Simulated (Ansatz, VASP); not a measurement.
# HCl: VASP beside Ansatz

Aim: how closely do two programs agree when they are given the same cell, functional and k mesh? The cell is taken from a series of runs on this material, whose earlier steps may have relaxed, scaled, displaced or heated it; both programs get it as it stands.

Program: Ansatz 0.2.0. Level of theory: plane waves, with VASP 6.6.1 beside it; single point at PBE with D3(BJ). Results are calculated unless marked as measured.

## Step 1: The structure

The cell holds 2 atoms: 1 Cl and 1 H. Cell: a = 10.000 Å, b = 10.500 Å, c = 13.000 Å, α = 90.0°, β = 90.0°, γ = 90.0°. Vacuum lies along a, b and c.

Structure file:

```xyz
2
Lattice="10.0000 0.0000 0.0000 0.0000 10.5000 0.0000 0.0000 0.0000 13.0000" Properties=species:S:1:pos:R:3
Cl    5.0000    5.2500    7.1429
H     5.0000    5.2500    5.8571
```

## Step 2: VASP: single point, PBE with D3(BJ)

With cell and atoms fixed, the geometry can't cause a difference; cores, projectors, grids and the points listed under the comparison can.

Lines of VASP's logs that name or quote its potential files are left out, and so is its time.

INCAR

```
SYSTEM = HCl
PREC = Accurate
ENCUT = 520
EDIFF = 1E-06
NELM = 100
ISMEAR = 0
SIGMA = 0.01
LREAL = .FALSE.
ALGO = Normal
GGA = PE
IVDW = 12
NBANDS = 10
LORBIT = 11
LWAVE = .FALSE.
LCHARG = .FALSE.
NCORE = 2
ISIF = 2
```

POSCAR

```
HCl
1.0
   10.0000000000      0.0000000000      0.0000000000
    0.0000000000     10.5000000000      0.0000000000
    0.0000000000      0.0000000000     13.0000000000
Cl H
1 1
Direct
    0.5000000000      0.5000000000      0.5494553400
    0.5000000000      0.5000000000      0.4505446600
```

KPOINTS

```
Automatic mesh
0
Gamma
1 1 1
0 0 0
```

Potentials, in the order of the species: Cl_GW and H_GW (PBE family, release 64).

The run is started by

```
> mpirun -np 2 vasp_gam
```

Numbers of over 12 decimals in the logs are rounded to 6 here.

Output:

```text
[banner, memory and clock lines left out]
running    2 mpi-ranks, on    1 nodes
 distrk:  each k-point on    2 cores,    1 groups
 distr:  one band on    2 cores,    1 groups

 POSCAR found type information on POSCAR ClH
 POSCAR found :  2 types and       2 ions
 LDA part: xc-table for (Slater+PW92), standard interpolation
 POSCAR, INCAR and KPOINTS ok, starting setup
 FFT: planning ... GRIDC
 FFT: planning ... GRID_SOFT
 FFT: planning ... GRID
 WAVECAR not read
 entering main loop
       N       E                     dE             d eps       ncg     rms          rms(c)
DAV:   1     0.621956928239E+02    0.62196E+02   -0.14669E+03    28   0.378E+02
DAV:   2     0.135084788274E+02   -0.48687E+02   -0.48181E+02    36   0.603E+01
DAV:   3    -0.526248503489E+01   -0.18771E+02   -0.18743E+02    24   0.552E+01
DAV:   4    -0.626254603527E+01   -0.10001E+01   -0.99987E+00    24   0.168E+01
DAV:   5    -0.628128589002E+01   -0.18740E-01   -0.18739E-01    32   0.288E+00    0.288E+00
DAV:   6    -0.611752309906E+01    0.16376E+00   -0.22633E-01    30   0.229E+00    0.163E+00
DAV:   7    -0.605893528630E+01    0.58588E-01   -0.14604E-01    30   0.180E+00    0.445E-01
DAV:   8    -0.605276359343E+01    0.61717E-02   -0.10645E-02    20   0.683E-01    0.837E-02
DAV:   9    -0.605443429591E+01   -0.16707E-02   -0.25923E-03    24   0.244E-01    0.579E-02
DAV:  10    -0.605667237250E+01   -0.22381E-02   -0.76118E-04    20   0.154E-01    0.316E-02
DAV:  11    -0.605831824318E+01   -0.16459E-02   -0.25335E-04    28   0.778E-02    0.178E-02
DAV:  12    -0.606021782576E+01   -0.18996E-02   -0.43283E-04    20   0.862E-02    0.116E-02
DAV:  13    -0.606089644735E+01   -0.67862E-03   -0.66859E-05    30   0.417E-02    0.617E-03
DAV:  14    -0.606140881110E+01   -0.51236E-03   -0.37248E-05    20   0.284E-02    0.311E-03
DAV:  15    -0.606161848338E+01   -0.20967E-03   -0.17300E-05    22   0.185E-02    0.248E-03
DAV:  16    -0.606168388279E+01   -0.65399E-04   -0.45076E-06    20   0.965E-03    0.144E-03
DAV:  17    -0.606169800110E+01   -0.14118E-04   -0.55566E-07    20   0.430E-03    0.560E-04
DAV:  18    -0.606170860531E+01   -0.10604E-04   -0.34732E-07    20   0.245E-03    0.238E-04
DAV:  19    -0.606170949954E+01   -0.89423E-06   -0.13238E-08    30   0.569E-04
   1 F= -.60706857E+01 E0= -.60706857E+01  d E =-.348629E-24
```

Parts of OUTCAR (step 2):

```text
ion  position               nearest neighbor table
   1  0.500  0.500  0.549-   2 1.29
   2  0.500  0.500  0.451-   1 1.29

  LATTYP: Found a simple orthorhombic cell.
 ALAT       =    10.0000000000
 B/A-ratio  =     1.0500000000
 C/A-ratio  =     1.3000000000

 Subroutine GETGRP returns: Found  4 space group operations
 (whereof  4 operations were pure point group operations)

The static configuration has the point symmetry C_2v.

 Found      1 irreducible k-points:

   k-points           NKPTS =      1   k-points in BZ     NKDIM =      1   number of bands    NBANDS=     10

   dimension x,y,z NGX =    80 NGY =   80 NGZ =   98
   dimension x,y,z NGXF=   160 NGYF=  160 NGZF=  196

   ENCUT  =  520.0 eV  38.22 Ry    6.18 a.u.  18.59 19.52 24.17*2*pi/ulx,y,z

   NELECT =       8.0000    total number of electrons

 k-points in reciprocal lattice and weights: Automatic mesh
   0.00000000  0.00000000  0.00000000       1.000

 average (electrostatic) potential at core
       1 -91.5037       2 -42.2034

 E-fermi :  -7.7972

 k-point     1 :       0.0000    0.0000    0.0000
  band No.  band energies     occupation
      1     -21.0552      2.00000
      2     -11.5969      2.00000
      3      -7.8692      2.00000
      4      -7.8691      2.00000
      5      -1.0709      0.00000
      6       0.0957      0.00000
      7       0.6410      0.00000
      8       0.6988      0.00000
      9       1.0608      0.00000
    ...

 Edisp (eV)   -0.00898

  Total      -0.05955    -0.06100     0.09154     0.00000     0.00000     0.00000
  in kB      -0.06990    -0.07160     0.10744     0.00000     0.00000     0.00000
  external pressure =       -0.01 kB  Pullay stress =        0.00 kB

  energy-cutoff  :      520.00
  volume of cell :     1365.00
      direct lattice vectors                 reciprocal lattice vectors
    10.000000000  0.000000000  0.000000000     0.100000000  0.000000000  0.000000000
     0.000000000 10.500000000  0.000000000     0.000000000  0.095238095  0.000000000
     0.000000000  0.000000000 13.000000000     0.000000000  0.000000000  0.076923077

 POSITION                                       TOTAL-FORCE (eV/Angst)
 -----------------------------------------------------------------------------------
      5.00000      5.25000      7.14292         0.000000      0.000000      0.116213
      5.00000      5.25000      5.85708         0.000000      0.000000     -0.116213
 -----------------------------------------------------------------------------------
    total drift:                                0.000000     -0.000000     -0.000095

  FREE ENERGIE OF THE ION-ELECTRON SYSTEM (eV)
  ---------------------------------------------------
  free  energy   TOTEN  =        -6.0706856637 eV

  energy  without entropy=       -6.0706856637  energy(sigma->0) =       -6.07068566

 total charge
# of ion       s       p       d       tot
------------------------------------------
    1        1.583   3.503   0.042   5.129
    2        0.549   0.053   0.000   0.603
--------------------------------------------------
tot          2.132   3.557   0.042   5.731
```

The run ends at a pressure of 0.00 GPa, with forces up to 0.12 eV/Å.

## Step 3: Ansatz: single point, PBE with D3(BJ)

Ansatz runs on its default PAW (the set named soft_2) files.

The same cell, functional, mesh and smearing now go to Ansatz, which takes its cutoff from its data sets.

input.yaml

```yaml
crystal:
  lattice:
    - [10.0, 0.0, 0.0]
    - [0.0, 10.5, 0.0]
    - [0.0, 0.0, 13.0]
  atoms:
    - { symbol: Cl, position: [0.5, 0.5, 0.54945534] }
    - { symbol: H, position: [0.5, 0.5, 0.45054466] }
hamiltonian:
  xc: pbe
  pseudopotentials: { kind: paw }
  dispersion: d3bj
kpoints:
  mp_grid: { grid: [1, 1, 1] }
scf:
  occupations: { method: gaussian, width: 0.01 }
  n_extra_bands: 4
output:
  forces: true
  eigenvalues: true
```

The run is started by

```
> ansatz run input.yaml --threads 2 --pin off --max-ram 4608MiB --backend cpu --events-out ev --progress --plain --runs-dir out
```

Output:

```text
scf.n_extra_bands = 4 over 4 filled bands (N_el = 8.0): the run solves 8 bands
Engine: ansatz 0.2.0, aarch64-unknown-linux-gnu
Pseudopotentials: kind: paw
Pseudopotential: Cl, paw, valence charge 7, recommended cutoff 420 eV (normal), Cl.paw.azcp
Pseudopotential: H, paw, valence charge 1, recommended cutoff 420 eV (normal), H.paw.azcp
Functional definition: PBE
  parameter kappa = 0.804
  parameter beta = 0.066725
  exchange = pbe_x(kappa = kappa, mu = beta*pi^2/3)
  correlation = pbe_c(beta = beta)
Crystal: 2 atoms, lattice volume = 1365.000 Å³
Basis set: ecut = 420 eV, 26737 PW (Γ), exchange–correlation on 144×144×180 points (8 copies of the dense FFT grid, shifted against one another)
Bands: 8, of which v1, the nominal top of the filled ones, is band 4 counted from 1 (3 counted from 0)
Symmetry: 4 space group operations
Space group: Pmm2 (ITA 25), of the structure as read, at distance tolerance 1.1e-4 Å
k-points: 1
Non-local potential: Cl, projectors of the file, l = 0: 2, l = 1: 2, l = 2: 2
Non-local potential: H, projectors of the file, l = 0: 2, l = 1: 1
PAW form: soft (Blöchl's): semilocal exchange-correlation on the pseudo side does not see the compensation charge
PAW one-centre angular grid: Cl, 110 points (default); XC on 64 Gauss nodes
PAW one-centre angular grid: H, 110 points (default); XC on 64 Gauss nodes
Initial density: superposition of atomic densities (neutral atoms: chi_scale 0, normalization atom), corrected by the library's trained network
Initial wavefunctions: pseudopotential atomic-orbital guess
Functional: x = pbe(κ = 0.804, μ = 0.219515), c = pbe(β = 0.066725)
SCF iter   1: F=—  HF=-1096.235684 eV  |F-HF|=—  |Δ(HF+E_count)|=         —  Δρ=3.13e-4  dr2=2.14e-3  ethr=1.77e-3  ⟨swp⟩=11.0  Hψ=88  notcnv=0
preconditioner: auto → Resta (q_TF=auto, 1.158 Å⁻¹)  ε∞=1.1  [insulator: Δε(μ)=6.730 eV  Ē_g=9.057 eV  σ=0.010 eV  W_gap=1.00  n_scr=36 (ndim 8)  ℏωp=2.5 eV  f_vac=0.919  D(μ)=0.00/eV (n_scr^D=0)  ε∞_Penn≈1.1  vacuum switching on, ρ_ref=5.9e-3 e/Å³]
SCF iter   2: F=—  HF=-1096.237123 eV  |F-HF|=—  |Δ(HF+E_count)|=   1.44e-3  Δρ=1.91e-4  dr2=4.73e-4  ethr=2.67e-5  ⟨swp⟩=3.0  Hψ=27  notcnv=0
SCF iter   3: F=—  HF=-1096.237496 eV  |F-HF|=—  |Δ(HF+E_count)|=   3.73e-4  Δρ=8.95e-5  dr2=6.73e-5  ethr=5.91e-6  ⟨swp⟩=3.0  Hψ=17  notcnv=0
SCF iter   4: F=—  HF=-1096.238187 eV  |F-HF|=—  |Δ(HF+E_count)|=   6.91e-4  Δρ=2.55e-5  dr2=7.56e-6  ethr=8.42e-7  ⟨swp⟩=6.0  Hψ=26  notcnv=0
SCF iter   5: F=—  HF=-1096.238182 eV  |F-HF|=—  |Δ(HF+E_count)|=   4.76e-6  Δρ=1.07e-5  dr2=1.46e-6  ethr=9.45e-8  ⟨swp⟩=3.0  Hψ=15  notcnv=0
SCF iter   6: F=-1096.238182 eV  HF=-1096.238182 eV  |F-HF|=3.47e-9  |Δ(HF+E_count)|=   2.07e-7  Δρ=1.28e-6  dr2=1.44e-8  ethr=1.25e-9  ⟨swp⟩=9.0  Hψ=60  notcnv=0
SCF 1 converged in 6 iterations: F = -1096.238182 eV  dr2 = 1.44e-8
  greatest PAW one-centre occupation: 0.908 electrons in one spin orbital (limit 2), on the Cl atom at site 0 (counted from 0), in its partial waves of l = 0
SCF converged after 6 iterations
Free energy (F): -1096.238182 eV
Harris-Foulkes:  -1096.238182 eV  (|F-HF|=3.47e-9)
Internal energy: -1096.238182 eV  (E = F + TS)
E sigma→0 (E₀):  -1096.238182 eV
Fermi energy:    -4.441404 eV
--- Per-component energies (eV) ---
  E_band       = -96.561832
  E_kinetic    = 172.875006
  E_local      = -805.113066  (includes V_loc(G=0)·N_el)
  E_nonlocal   = 30.234512
  E_hartree    = 317.414984
  E_xc         = -114.832511
  E_vxc        = -131.858450  (∫ρ·V_xc dr)
  E_paw        = -659.830505  (= ΣΔE_a)
  E_vpaw       = 2.470883  (= ΣTr[D̂ρ^β])
  E_aug_tail   = -0.001063  (compensation charges beyond the density's cutoff)
  E_ewald      = -36.976563
  E_disp       = -0.008977  (pairwise vdW)
  E_smearing   = -0.000000  (= −TS)
  E_closure    = -0.000000  (closes the sum)
  Σ components = -1096.238182   (vs F -1096.238182, Δ=0.00e0)
--- Forces (eV/Å), atoms counted from 1 ---
  atom   1  Cl     0.00000000     0.00000000     0.08741499
  atom   2  H      0.00000000     0.00000000    -0.08745095
  max |Σ_I F_I| component: 3.60e-5 eV/Å
--- Band table (eV) ---
  k-point 0: bands = ["-21.0272", "-11.5697", "-7.8421", "-7.8420", "-1.0408", "0.1281", "0.6800", "0.7395"]
```

## Step 4: Comparison

Known differences besides the potentials themselves: the cutoff is 420 eV in Ansatz and 520 eV in VASP; VASP leaves aspherical gradient terms in its spheres out (LASPH is not set), Ansatz keeps them. Total energies have different zeros and are not compared.

Both answers:

| quantity | Ansatz | VASP | difference |
| --- | --- | --- | --- |
| gap on the k mesh (eV) | 6.801 | 6.798 | +0.003 |

Forces (eV/Å; atoms numbered as in POSCAR):

| atom | Ansatz x, y, z | VASP x, y, z |
| --- | --- | --- |
| Cl1 | 0.000, 0.000, 0.087 | 0.000, 0.000, 0.116 |
| H2 | 0.000, 0.000, -0.087 | 0.000, 0.000, -0.116 |

The forces differ by 17 meV/Å r.m.s., which is 24.8 % of the r.m.s. force of 0.07 eV/Å (both taken over all components).

## Step 5: Other set-ups

Further runs change the set-up of one program: Ansatz's method, potentials or start, or VASP's data sets, cutoff or form of LDA. The table gives Ansatz less VASP for each quantity, since a change that brings one quantity closer may part another.

| run | r.m.s. force difference (meV/Å) | gap on the k mesh (eV) |
| --- | --- | --- |
| as above | 17 | 0.0029 |
| VASP with the data sets Cl_h and H_h and a cutoff of 1120 eV | 35 | -0.012 |

## Step 6: Outcome

| Item | Value |
| --- | --- |
| r.m.s. force difference (single point, PBE with D3(BJ)) | 17 meV/Å |

The r.m.s. force difference is 17 meV/Å (single point, PBE with D3(BJ)), beyond the 12 meV/Å picked in this series as the mark of a large difference. Single point, PBE with D3(BJ), VASP with the data sets Cl_h and H_h and a cutoff of 1120 eV: r.m.s. force difference goes from 17 to 35 meV/Å; the difference in gap on the k mesh goes from 0.0029 to -0.012 eV. Such differences can come from data sets, numerical settings and the points named under the comparisons, not from the functional's error against experiment.

[Lines on the potential files, build, host, timing and source positions are cut from VASP's logs without a mark.]

[Logs are printed without paths, hosts, clocks, repeated set-up lines and the standing remarks that a program may print on its own settings, such as how far it seeks lower states.]

[Hosts, paths, dates, database ids (printed as entryN), source tags and the programs' standing remarks are cut or masked in the printed files.]
